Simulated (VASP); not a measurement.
Consider the following.

```xyz
2
Lattice="0.0000 2.7277 2.7277 2.7277 0.0000 2.7277 2.7277 2.7277 0.0000" Properties=species:S:1:pos:R:3 pbc="T T T"
Li     0.0000     0.0000     0.0000
Br     2.7277     2.7277     2.7277
```

All values below come from optB86b-vdW, VASP's PBE PAW potentials (set 64) (plane waves; VASP). Settings: 520 eV cut-off, Gaussian smearing of 0.050 eV, potentials Li_sv Br.

Question: Estimate the band gap (along the path) with the smallest direct gap where there is one.

Answer: 
```json
{
 "band gap (along the path)": "5.09 eV",
 "smallest direct gap (along the path)": "5.09 eV"
}
```

Only differences to runs with the same potentials and settings are physical.

The compound is LiBr in the rock salt structure. It was relaxed first.
